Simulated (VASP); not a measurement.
The system is CO, in a box.

```xyz
2
Lattice="11.4664 0.0000 0.0000 0.0000 11.9664 0.0000 0.0000 0.0000 12.4664" Properties=species:S:1:pos:R:3 pbc="T T T"
C     5.9853    6.1770    5.7500
O     5.4738    5.8852    6.7305
```

Base run:

* Program: VASP 6.6.1
* Functional: PBE
* Potentials or basis: VASP PAW PBE potentials, release 64 (C, O)
* Cutoff: 400 eV
* k mesh: 1 × 1 × 1
* Occupations: gaussian, width 0.01 eV
* Spin: no spin polarisation

Its results: gap between the frontier levels 6.92 eV; largest force 0.028 eV/Å.

Q: The run is repeated on the same cell with these changes: functional from PBE to RPBE. What comes out?

A: Gap between the frontier levels 6.98 eV; largest force 0.502 eV/Å.

Caveats: the standard files for N, O and F lose accuracy on very short bonds; the PAW data sets were made with another functional, which shifts forces and pressure a little (some runs).

